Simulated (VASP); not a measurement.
Method: LDA (Ceperley-Alder, Perdew-Zunger) with spin-orbit coupling, VASP's LDA PAW potentials (set 64) (plane waves; VASP).

The input files of a VASP run:

**POSCAR**
```
Au
1
    0.0000000000     2.0260051963     2.0260051963
    2.0260051963     0.0000000000     2.0260051963
    2.0260051963     2.0260051963     0.0000000000
Au
1
Direct
  0.0000000000   0.0000000000   0.0000000000
```

### INCAR
```
# general
SYSTEM      =  Au
PREC        =  Accurate
ENCUT       =  400
LREAL       =  .False.
LASPH       =  .True.

# electronic loop
EDIFF       =  1E-6
NELM        =  100
ALGO        =  Normal
LMAXMIX     =  6

# smearing
ISMEAR      =  0
SIGMA       =  0.05

# functional
GGA_COMPAT  =  .False.

# spin
MAGMOM      =  0 0 0
LSORBIT     =  .True.

# output
LWAVE       =  .False.
LCHARG      =  .False.
```

KPOINTS_OPT:
```
k-points along high-symmetry lines
8
Line-mode
Reciprocal
  0.000000   0.000000   0.000000 ! GAMMA
  0.500000   0.000000   0.500000 ! X

  0.500000   0.000000   0.500000 ! X
  0.625000   0.250000   0.625000 ! U

  0.375000   0.375000   0.750000 ! K
  0.000000   0.000000   0.000000 ! GAMMA

  0.000000   0.000000   0.000000 ! GAMMA
  0.500000   0.500000   0.500000 ! L

  0.500000   0.500000   0.500000 ! L
  0.500000   0.250000   0.750000 ! W

  0.500000   0.250000   0.750000 ! W
  0.500000   0.000000   0.500000 ! X
```

### KPOINTS
```
Automatic mesh
0
Gamma
14 14 14
0 0 0
```

POTCAR, in this order: Au (LDA.64 set). Program: vasp_ncl.

Output of the run:

OSZICAR:
```
       N       E                     dE             d eps       ncg     rms          rms(c)
DAV:   1     0.492505457538E+02    0.49251E+02   -0.49368E+03  4048   0.939E+02
DAV:   2    -0.428964240419E+01   -0.53540E+02   -0.50582E+02  3974   0.230E+02
DAV:   3    -0.509263674416E+01   -0.80299E+00   -0.79849E+00  4516   0.282E+01
DAV:   4    -0.509594356612E+01   -0.33068E-02   -0.33064E-02  4090   0.190E+00
DAV:   5    -0.509597328089E+01   -0.29715E-04   -0.29716E-04  4098   0.186E-01    0.119E+01
DAV:   6    -0.477386556180E+01    0.32211E+00   -0.59100E-01  3828   0.996E+00    0.722E+00
DAV:   7    -0.474767885542E+01    0.26187E-01   -0.51965E-02  4182   0.291E+00    0.340E+00
DAV:   8    -0.474428902718E+01    0.33898E-02   -0.13841E-03  3912   0.425E-01    0.142E+00
DAV:   9    -0.474395839857E+01    0.33063E-03   -0.36111E-04  4090   0.235E-01    0.101E-01
DAV:  10    -0.474396339578E+01   -0.49972E-05   -0.17511E-06  4030   0.174E-02    0.216E-02
DAV:  11    -0.474396336161E+01    0.34179E-07   -0.26081E-07  2776   0.643E-03
   1 F= -.47439634E+01 E0= -.47438976E+01  d E =-.131575E-03  mag=    -0.0000     0.0000     0.0000
       N       E                     dE             ncg
```

**OUTCAR**
```
------------------------ aborting loop because EDIFF is reached ----------------------------------------
  FORCE on cell =-STRESS in cart. coord.  units (eV):
  Direction    XX          YY          ZZ          XY          YZ          ZX
  --------------------------------------------------------------------------------------
  Total       -0.1227827     -0.1227827     -0.1227827      0.0000000     -0.0000000      0.0000000
  in kB      -11.8275902    -11.8275902    -11.8275902      0.0000000     -0.0000000      0.0000000
  external PRESSURE =     -11.8275902 kB  Pullay stress =       0.0000000 kB
  volume of cell :       16.63
      direct lattice vectors                 reciprocal lattice vectors
     0.000000000  2.026005196  2.026005196    -0.246791075  0.246791075  0.246791075
     2.026005196  0.000000000  2.026005196     0.246791075 -0.246791075  0.246791075
     2.026005196  2.026005196  0.000000000     0.246791075  0.246791075 -0.246791075
 POSITION                                       TOTAL-FORCE (eV/Angst)
 -----------------------------------------------------------------------------------
      0.00000      0.00000      0.00000         0.000000     -0.000000      0.000000
 -----------------------------------------------------------------------------------
    total drift:                                0.000000      0.000000      0.000000
  FREE ENERGIE OF THE ION-ELECTRON SYSTEM (eV)
  ---------------------------------------------------
  free  energy   TOTEN  =        -4.7439633616 eV

  energy  without entropy=       -4.7438317868  energy(sigma->0) =       -4.74389757

 Ion:    1  E_soc:     -0.6052780
```
(Selected blocks of OUTCAR.)

The compound is Au in the fcc structure. It was relaxed first.
